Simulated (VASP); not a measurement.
# CaHgI3 (Pm-3m) in VASP: further runs

The runs below take CaHgI3 through electric field gradients, band structure, with BLYP+D4, BLYP+D3(BJ).

Program: VASP 6.6.1. These are calculated values, not measurements. Logs are shortened: lines on timing, memory, paths and dates and some standing lists are left out, and cuts for length are marked.

## (1) The crystal as given

The structure is cubic, space group Pm-3m (No. 221). Conventional cell: a = 5.946 Å, b = 5.946 Å, c = 5.946 Å, α = 90.00°, β = 90.00°, γ = 90.00°. Ca (site symmetry m-3m) has 12 I at 4.20 Å as nearest neighbours. Around Hg (site symmetry m-3m) lie 6 I at 2.97 Å. Around I (site symmetry 4/mmm) lie 2 Hg at 2.97 Å.

The cell was built by a generator and needn't be a form met in nature.

## (2) Electric field gradients, BLYP+D4

INCAR reads:

```
  PREC = Accurate
  ENCUT = 520
  EDIFF = 1E-8
  ISMEAR = -5
  SIGMA = 0.02
  LREAL = False
  LASPH = True
  NELM = 100
  ALGO = Normal
  ISIF = 2
  LWAVE = False
  LCHARG = False
  GGA = B5
  ALDAX = 1.0
  AGGAX = 1.0
  AGGAC = 1.0
  ALDAC = 0.0
  IVDW = 13
  VDW_S6 = 1.0
  VDW_S8 = 2.34076671
  VDW_A1 = 0.44488865
  VDW_A2 = 4.0933009
  LEFG = True
  MAXMIX = 10
```

KPOINTS reads:

```
regular mesh
0
Gamma
  4 4 4
```

POSCAR reads:

```
CaHgI3
5.9456
    0.999993272336      0.000000000000      0.000000000000
    0.000000000000      0.999993272336      0.000000000000
    0.000000000000      0.000000000000      0.999993272336
Ca Hg I
1 1 3
Direct
    0.5000000000      0.5000000000      0.5000000000
    0.0000000000      0.0000000000      0.0000000000
    0.5000000000      0.0000000000      0.0000000000
    0.0000000000      0.5000000000      0.0000000000
    0.0000000000      0.0000000000      0.5000000000
```

Potentials or basis: VASP PAW PBE potentials, release 64 (Ca_sv, Hg, I).

Started as:

```
cat potpaw_PBE.64/Ca_sv/POTCAR potpaw_PBE.64/Hg/POTCAR potpaw_PBE.64/I/POTCAR > POTCAR
mpirun -np 1 vasp_std > vasp.out
```

OUTCAR:

```text
PREC = Accurate
   ENCUT = 520
   EDIFF = 1E-8
   ISMEAR = -5
   LREAL = False
   LASPH = True
   NELM = 100
   ISIF = 2
   GGA = B5
   IVDW = 13

 ion  position               nearest neighbor table
   1  0.500  0.500  0.500-
   2  0.000  0.000  0.000-   3 2.97   4 2.97   5 2.97   5 2.97   4 2.97   3 2.97
   3  0.500  0.000  0.000-   2 2.97   2 2.97
   4  0.000  0.500  0.000-   2 2.97   2 2.97
   5  0.000  0.000  0.500-   2 2.97   2 2.97

  LATTYP: Found a simple cubic cell.
 ALAT       =     5.9455600000

  Lattice vectors:

 A1 = (   5.9455600000,   0.0000000000,   0.0000000000)
 A2 = (   0.0000000000,   5.9455600000,   0.0000000000)
 A3 = (   0.0000000000,   0.0000000000,   5.9455600000)

Analysis of symmetry for initial positions (statically):
=====================================================================
 Subroutine PRICEL returns:
 Original cell was already a primitive cell.

 Routine SETGRP: Setting up the symmetry group for a
 simple cubic supercell.

 Subroutine GETGRP returns: Found 48 space group operations
 (whereof 48 operations were pure point group operations)
 out of a pool of 48 trial point group operations.

The static configuration has the point symmetry O_h .

Analysis of symmetry for dynamics (positions and initial velocities):
=====================================================================
 Subroutine PRICEL returns:
 Original cell was already a primitive cell.

 Routine SETGRP: Setting up the symmetry group for a
 simple cubic supercell.

 Subroutine GETGRP returns: Found 48 space group operations
 (whereof 48 operations were pure point group operations)
 out of a pool of 48 trial point group operations.

The dynamic configuration has the point symmetry O_h .

 Subroutine INISYM returns: Found 48 space group operations
 (whereof 48 operations are pure point group operations),
 and found     1 'primitive' translations

----------------------------------------------------------------------------------------

                                     Primitive cell

  volume of cell :     210.1737

  direct lattice vectors                    reciprocal lattice vectors
     5.945560000  0.000000000  0.000000000     0.168192735  0.000000000  0.000000000
     0.000000000  5.945560000  0.000000000     0.000000000  0.168192735  0.000000000
     0.000000000  0.000000000  5.945560000     0.000000000  0.000000000  0.168192735

  length of vectors
     5.945560000  5.945560000  5.945560000     0.168192735  0.168192735  0.168192735

  position of ions in fractional coordinates (direct lattice)
     0.500000000  0.500000000  0.500000000
     0.000000000  0.000000000  0.000000000
     0.500000000  0.000000000  0.000000000
     0.000000000  0.500000000  0.000000000
     0.000000000  0.000000000  0.500000000

  ion indices of the primitive-cell ions
   primitive index   ion index
                 1           1
                 2           2
                 3           3
                 4           4
                 5           5

----------------------------------------------------------------------------------------

 KPOINTS: regular mesh

Automatic generation of k-mesh.
 Grid dimensions read from file:
 generate k-points for:    4    4    4

 Generating k-lattice:

  Cartesian coordinates                     Fractional coordinates (reciprocal lattice)
     0.042048184  0.000000000  0.000000000     0.250000000  0.000000000  0.000000000
     0.000000000  0.042048184  0.000000000     0.000000000  0.250000000  0.000000000
     0.000000000  0.000000000  0.042048184     0.000000000  0.000000000  0.250000000

  Length of vectors
     0.042048184  0.042048184  0.042048184

  Shift w.r.t. Gamma in fractional coordinates (k-lattice)
     0.000000000  0.000000000  0.000000000

 TETIRR: Found     30 inequivalent tetrahedra from      384

 Subroutine IBZKPT returns following result:
 ===========================================

 Found     10 irreducible k-points:

 Following reciprocal coordinates:
            Coordinates               Weight
  0.000000  0.000000  0.000000      1.000000
  0.250000  0.000000  0.000000      6.000000
  0.500000  0.000000  0.000000      3.000000
  0.250000  0.250000  0.000000     12.000000
  0.500000  0.250000  0.000000     12.000000
  0.500000  0.500000  0.000000      3.000000
  0.250000  0.250000  0.250000      8.000000
  0.500000  0.250000  0.250000     12.000000
  0.500000  0.500000  0.250000      6.000000
  0.500000  0.500000  0.500000      1.000000
   k-points           NKPTS =     10   k-points in BZ     NKDIM =     10   number of bands    NBANDS=     25
   number of dos      NEDOS =    301   number of ions     NIONS =      5
   total plane-waves  NPLWV = 110592
   dimension x,y,z NGX =    48 NGY =   48 NGZ =   48
   dimension x,y,z NGXF=    96 NGYF=   96 NGZF=   96
   ions per type =               1   1   3
   NGX,Y,Z   is equivalent  to a cutoff of  13.42, 13.42, 13.42 a.u.
   NGXF,Y,Z  is equivalent  to a cutoff of  26.84, 26.84, 26.84 a.u.
 SYSTEM =  unknown system
   PREC   = accura    normal or accurate (medium, high low for compatibility)
   ISTART =      0    job   : 0-new  1-cont  2-samecut
   ICHARG =      2    charge: 1-file 2-atom 10-const
   ISPIN  =      1    spin polarized calculation?
   LNONCOLLINEAR =      F non collinear calculations
   LSORBIT =      F    spin-orbit coupling
   LASPH  =      T    aspherical Exc in radial PAW
   ENCUT  =  520.0 eV  38.22 Ry    6.18 a.u.  11.05 11.05 11.05*2*pi/ulx,y,z
   NELM   =    100;   NELMIN=  2; NELMDL= -5     # of ELM steps
   EDIFF  = 0.1E-07   stopping-criterion for ELM
   LREAL  =      F    real-space projection
   EDIFFG = 0.1E-06   stopping-criterion for IOM
   NSW    =      0    number of steps for IOM
   IBRION =     -1    ionic relax: 0-MD 1-quasi-New 2-CG
   NFREE  =      0    steps in history (QN), initial steepest desc. (CG)
   ISIF   =      2    stress and relaxation
   ISYM   =      2    0-nonsym 1-usesym 2-fastsym
   POTIM  = 0.5000    time-step for ionic-motion
   TEBEG  =    0.0;   TEEND  =   0.0 temperature during run
   PSTRESS=    0.0 pullay stress
   NELECT =      43.0000    total number of electrons
   NUPDOWN=      -1.0000    fix difference up-down
   EMIN   =  10.00;   EMAX   =-10.00  energy-range for DOS
   EFERMI =   0.00;   METHOD = LEGACY
   ISMEAR =    -5;   SIGMA  =   0.02  broadening in eV -4-tet -1-fermi 0-gaus
   EFERMI_NEDOS =   21; number of points for ismear=-14 and -15
   IALGO  =     38    algorithm
   IMIX   =      4    mixing-type and parameters
     AMIX     =   0.40;   BMIX     =  1.00
     AMIX_MAG =   1.60;   BMIX_MAG =  1.00
  volume/ion in A,a.u.               =      42.03       283.66
  Fermi-wavevector in a.u.,A,eV,Ry     =   0.964654  1.822932 12.661000  0.930557
  Thomas-Fermi vector in A             =   2.094304
   LORBIT       =      0    0 simple, 1 ext, 2 COOP (PROOUT), +10 PAW based schemes
   GGA     = B5    functional components
   LHFCALC =     F    Hartree Fock is set to
   AEXX    =    0.0000 exact exchange contribution
   IVDW    =    13    specifies the selected vdW correction
   LEPSILON=     F    determine dielectric tensor
   LRPA    =     F    only Hartree local field effects (RPA)
 non-spin polarized calculation
 Fermi weights with tetrahedron method with Bloechl corrections
  energy-cutoff  :      520.00
  volume of cell :      210.17
 maximum number of plane-waves:      5695
 NGX is ok and might be reduce to    48
   NGX = 23   NGY = 23   NGZ = 23

 number of electron      42.9999991 magnetization

 Free energy of the ion-electron system (eV)
  ---------------------------------------------------
  ext. energy  EPLUGINS =         0.00000000
  ---------------------------------------------------
  free energy    TOTEN  =        -6.79195336 eV

  energy without entropy =       -6.79195336  energy(sigma->0) =       -6.79195336

 E-fermi :   3.8164     XC(G=0):  -7.3868

 val. band max:        3.5127680153   @ k =   0.2500   0.2500   0.2500
 cond. band min:       3.9061944032   @ k =   0.5000   0.5000   0.2500
 fundamental gap:      0.3934263879
 Fermi energy:         3.8163680922

 k-point     1 :       0.0000    0.0000    0.0000
  band No.  band energies     occupation
      1     -40.9376      2.00000
      2     -21.9633      2.00000
      3     -21.9633      2.00000
      4     -21.9633      2.00000
      5      -9.9316      2.00000
      6      -9.2945      2.00000
[... 17 lines left out ...]
     24       4.1117      0.00000
     25       4.1117      0.00000

 k-point     2 :       0.2500    0.0000    0.0000
  band No.  band energies     occupation
      1     -40.9376      2.00000
      2     -21.9634      2.00000
      3     -21.9632      2.00000
      4     -21.9632      2.00000
      5      -9.8447      2.00000
      6      -9.3346      2.00000
[... 17 lines left out ...]
     24       4.2282      0.00000
     25       4.2622      0.00000

 k-point     3 :       0.5000    0.0000    0.0000
  band No.  band energies     occupation
      1     -40.9376      2.00000
      2     -21.9635      2.00000
      3     -21.9632      2.00000
      4     -21.9632      2.00000
      5      -9.7313      2.00000
      6      -9.3997      2.00000
[... 160 lines left out ...]
 k-point     9 :       0.5000    0.5000    0.2500
  band No.  band energies     occupation
      1     -40.9376      2.00000
      2     -21.9635      2.00000
      3     -21.9635      2.00000
      4     -21.9633      2.00000
      5      -9.4518      2.00000
      6      -9.3851      2.00000
[... 17 lines left out ...]
     24       4.4376      0.00000
     25       4.4582      0.00000

 k-point    10 :       0.5000    0.5000    0.5000
  band No.  band energies     occupation
      1     -40.9376      2.00000
      2     -21.9634      2.00000
      3     -21.9634      2.00000
      4     -21.9634      2.00000
      5      -9.3814      2.00000
      6      -9.3814      2.00000
[... 17 lines left out ...]
     24       4.2590      0.00000
     25       4.2595      0.00000

------------------------ aborting loop because EDIFF is reached ----------------------------------------

  DFT-D4 for vdW energy calculation

  Edisp (eV):   -3.06634

  FORCE on cell =-STRESS in cart. coord.  units (eV):
  Direction    XX          YY          ZZ          XY          YZ          ZX
  --------------------------------------------------------------------------------------
  -------------------------------------------------------------------------------------
  Total      15.72916    15.72916    15.72916     0.00000    -0.00000     0.00000
  in kB     119.90514   119.90514   119.90514     0.00000    -0.00000     0.00000
  external pressure =      119.91 kB  Pullay stress =        0.00 kB

 VOLUME and BASIS-vectors are now :
 -----------------------------------------------------------------------------
  energy-cutoff  :      520.00
  volume of cell :      210.17
      direct lattice vectors                 reciprocal lattice vectors
     5.945560000  0.000000000  0.000000000     0.168192735  0.000000000  0.000000000
     0.000000000  5.945560000  0.000000000     0.000000000  0.168192735  0.000000000
     0.000000000  0.000000000  5.945560000     0.000000000  0.000000000  0.168192735

 POSITION                                       TOTAL-FORCE (eV/Angst)
 -----------------------------------------------------------------------------------
      2.97278      2.97278      2.97278         0.000000      0.000000      0.000000
      0.00000      0.00000      0.00000         0.000000      0.000000      0.000000
      2.97278      0.00000      0.00000         0.000000      0.000000      0.000000
      0.00000      2.97278      0.00000         0.000000      0.000000      0.000000
      0.00000      0.00000      2.97278         0.000000      0.000000      0.000000
 -----------------------------------------------------------------------------------
    total drift:                                0.000000     -0.000000      0.000000

  FREE ENERGIE OF THE ION-ELECTRON SYSTEM (eV)
  ---------------------------------------------------
  free  energy   TOTEN  =        -9.8582894450 eV

  energy  without entropy=       -9.8582894450  energy(sigma->0) =       -9.85828945

 Electric field gradients (V/A^2)
---------------------------------------------------------------------
 ion       V_xx      V_yy      V_zz      V_xy      V_xz      V_yz
---------------------------------------------------------------------
   1       0.000     0.000     0.000     0.000     0.000    -0.000
   2       0.000     0.000     0.000    -0.000     0.000     0.000
   3     210.872  -105.436  -105.436    -0.000     0.000     0.000
   4    -105.436   210.872  -105.436    -0.000     0.000    -0.000
   5    -105.436  -105.436   210.872    -0.000     0.000    -0.000
---------------------------------------------------------------------

 Electric field gradients after diagonalization (V/A^2)
 (convention: |V_zz| > |V_xx| > |V_yy|)
----------------------------------------------------------------------
 ion       V_xx      V_yy      V_zz     asymmetry (V_yy - V_xx)/ V_zz
----------------------------------------------------------------------
   1       0.000     0.000     0.000      -0.223
   2       0.000     0.000     0.000      -0.155
   3    -105.436  -105.436   210.872       0.000
   4    -105.436  -105.436   210.872       0.000
   5    -105.436  -105.436   210.872       0.000
----------------------------------------------------------------------

           NMR quadrupolar parameters

 Cq : quadrupolar parameter    Cq=e*Q*V_zz/h
 eta: asymmetry parameters     (V_yy - V_xx)/ V_zz
 Q  : nuclear electric quadrupole moment in mb (millibarn)
----------------------------------------------------------------------
 ion       Cq(MHz)       eta       Q (mb)
----------------------------------------------------------------------
   1       0.000      -0.223       1.000
   2       0.000      -0.155       1.000
   3       0.510       0.000       1.000
   4       0.510       0.000       1.000
   5       0.510       0.000       1.000
----------------------------------------------------------------------
```

It took 2.1 min on 1 thread of AMD EPYC 9R45 (Zen 5), shared host; peak memory 0.31 GiB.

Results:

| Quantity | Value |
| --- | --- |
| Free energy | -9.8583 eV |
| Pressure | 12.0 GPa |
| Band gap on the k mesh | none (metal or under the smearing width) |
| Dispersion energy per atom | -0.613 eV |

Electric field gradients, principal values (V/Å²):
| atom | Vxx | Vyy | Vzz |
| --- | --- | --- | --- |
| 1 Ca | 0.000 | 0.000 | 0.000 |
| 2 Hg | 0.000 | 0.000 | 0.000 |
| 3 I | -105.436 | -105.436 | 210.872 |
| 4 I | -105.436 | -105.436 | 210.872 |
| 5 I | -105.436 | -105.436 | 210.872 |

Caveat: the PAW data sets were made with another functional, which shifts forces and pressure a little; an odd number of electrons without spin polarisation forces a metal; a magnetic or distorted state may lie lower; pairwise dispersion overbinds metals, which lowers pressure and volume; tetrahedron occupations give inexact forces and stress in metals.

## (3) Band structure, BLYP+D3(BJ), spin-orbit coupling, no magnetisation

INCAR reads:

```
AGGAC = 1.0
AGGAX = 1.0
ALDAC = 0.0
ALDAX = 1.0
ALGO = Fast
EDIFF = 1E-7
ENCUT = 520
GGA = B5
GGA_COMPAT = F
ISIF = 2
ISMEAR = -1
IVDW = 12
LASPH = T
LCHARG = F
LORBIT = 11
LREAL = F
LSORBIT = T
LWAVE = F
MAGMOM = 0 0 0 0 0 0 0 0 0 0 0 0 0 0 0
NBANDS = 58
NELM = 80
PREC = Accurate
SIGMA = 0.02
VDW_A1 = 0.4298
VDW_A2 = 4.2359
VDW_S6 = 1.0
VDW_S8 = 2.6996
```

KPOINTS reads:

```
k-points
0
Gamma
  4 4 4
```

POSCAR reads:

```
CaHgI3
1.0
    5.9455600000      0.0000000000      0.0000000000
    0.0000000000      5.9455600000      0.0000000000
    0.0000000000      0.0000000000      5.9455600000
Ca Hg I
1 1 3
Direct
    0.5000000000      0.5000000000      0.5000000000
    0.0000000000      0.0000000000      0.0000000000
    0.5000000000      0.0000000000      0.0000000000
    0.0000000000      0.5000000000      0.0000000000
    0.0000000000      0.0000000000      0.5000000000
```

KPOINTS_OPT reads:

```
path GXMGRX,MR
15
line-mode
reciprocal
 0.0000000000  0.0000000000  0.0000000000  G
 0.0000000000  0.5000000000  0.0000000000  X

 0.0000000000  0.5000000000  0.0000000000  X
 0.5000000000  0.5000000000  0.0000000000  M

 0.5000000000  0.5000000000  0.0000000000  M
 0.0000000000  0.0000000000  0.0000000000  G

 0.0000000000  0.0000000000  0.0000000000  G
 0.5000000000  0.5000000000  0.5000000000  R

 0.5000000000  0.5000000000  0.5000000000  R
 0.0000000000  0.5000000000  0.0000000000  X

 0.5000000000  0.5000000000  0.0000000000  M
 0.5000000000  0.5000000000  0.5000000000  R
```

Potentials or basis: VASP PAW PBE potentials, release 64 (Ca_sv, Hg, I).

Started as:

```
cat potpaw_PBE.64/Ca_sv/POTCAR potpaw_PBE.64/Hg/POTCAR potpaw_PBE.64/I/POTCAR > POTCAR
mpirun -np 1 vasp_ncl > vasp.out
```

It took 21 min on 1 thread of AMD EPYC 9R45 (Zen 5), shared host; peak memory 0.83 GiB.

It converged, with:

| Property | Result |
| --- | --- |
| Free energy | -10.7566 eV |
| Pressure | -0.7 GPa |
| Valence electrons inside the program's atomic spheres | Ca 7.93; Hg 10.54; I 4.31 |
| Dispersion energy per atom | -0.652 eV |

Caveat: the PAW data sets were made with another functional, which shifts forces and pressure a little.

## (4) The reference run

An earlier run on the cell as given: functional PBE; potentials or basis VASP PAW PBE potentials, release 64 (Ca_sv, Hg, I); cutoff 520 eV; k mesh 5 × 5 × 5; occupations fermi-dirac, width 0.05 eV; no spin polarisation.

- Pressure: 0.1 GPa
- Band gap on the k mesh: none (metal or under the smearing width)

## (5) The runs side by side

```csv
task,level,spin,k mesh,smearing,other keys,gap on the mesh (eV),pressure (GPa)
electric field gradients,BLYP+D4,off,4 × 4 × 4,tetrahedron,MAXMIX = 10; k = 4 × 4 × 4; ISMEAR = -5; SIGMA = 0.02,none,12.0
band structure,BLYP+D3(BJ),"SOC, no magnetisation",4 × 4 × 4,fermi-dirac 0.02 eV,-,-,-0.7
single point,PBE,off,5 × 5 × 5,fermi-dirac 0.05 eV,-,none,0.1
```

Alike in all rows: potentials or basis VASP PAW PBE potentials, release 64 (Ca_sv, Hg, I); cell as given; cutoff (eV) 520.

Caveats: the PAW data sets were made with another functional, which shifts forces and pressure a little (some runs); an odd number of electrons without spin polarisation forces a metal (some runs); a magnetic or distorted state may lie lower (some runs); pairwise dispersion overbinds metals, which lowers pressure and volume (some runs); tetrahedron occupations give inexact forces and stress in metals (some runs).

Absolute energies hang on the potentials; compare differences alone.
